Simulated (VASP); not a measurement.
An input for Ansatz (written as the equivalent of a VASP run, and not itself run):

Ansatz 0.2 input:
```yaml
crystal:
  lattice:
    - [0.0000000, 2.5672129, 2.5672129]
    - [2.5672129, 0.0000000, 2.5672129]
    - [2.5672129, 2.5672129, 0.0000000]
  atoms:
    - { symbol: Co, position: [1.0000000, 0.0000000, 1.0000000] }
    - { symbol: Si, position: [0.2500000, 0.2500000, 0.2500000] }
    - { symbol: Si, position: [0.7500000, 0.7500000, 0.7500000] }
kpoints:
  mp_grid: { grid: [10, 10, 10] }
hamiltonian:
  xc: lda
  pseudopotentials: { kind: paw }
scf:
  occupations: { method: methfessel_paxton, width: 0.1 }
  max_iter: 100
relax:
  max_steps: 40
  f_tol: 0.02
  cell: { p_target: 20 }
output: { forces: true, stress: true, eigenvalues: true }
```

Problem. Translate this input to VASP (INCAR, KPOINTS, POSCAR, choice of POTCAR).

Solution. Several could match; the one computed here: 
**POSCAR**
```
CoSi2
1
   -0.0000000000     2.5672128639     2.5672128639
    2.5672128639    -0.0000000000     2.5672128639
    2.5672128639     2.5672128639     0.0000000000
Co Si
1 2
Direct
  1.0000000000   0.0000000000   1.0000000000
  0.2500000000   0.2500000000   0.2500000000
  0.7500000000   0.7500000000   0.7500000000
```

File KPOINTS:
```
Automatic mesh
0
Gamma
10 10 10
0 0 0
```

**INCAR**
```
! general
SYSTEM  = CoSi2
PREC    = Accurate
ENCUT   = 500   ! plane-wave cut-off (eV)
LREAL   = F
LASPH   = T   ! aspherical one-centre terms

! electronic loop
EDIFF   = 1E-6
NELM    = 100   ! most electronic steps
ALGO    = Normal   ! blocked Davidson
LMAXMIX = 4   ! l cut-off of mixed one-centre charges

! smearing
ISMEAR  = 1
SIGMA   = 0.1   ! width (eV)

! ions
IBRION  = 2   ! conjugate gradients
NSW     = 40   ! most ionic steps
ISIF    = 3   ! ions, shape and volume
EDIFFG  = -0.02   ! ionic stop
PSTRESS = 200   ! kbar

! output
LWAVE   = F
LCHARG  = F
```

POTCAR, in this order: Co Si (LDA.64 set). Program: vasp_std.

Limits of the translation: each code has its own PAW files, so the cut-off isn't converted (ENCUT is set for VASP's; basis.ecutwfc is left out, and Ansatz then takes the one that its files recommend); Ansatz stops its SCF on the density residual and VASP on the energy change (EDIFF); Ansatz's lda is the Perdew-Wang form, while the LDA potentials of VASP carry Perdew-Zunger's.

The compound is CoSi2 in the fluorite structure. It was relaxed first under an external pressure of 20 GPa.
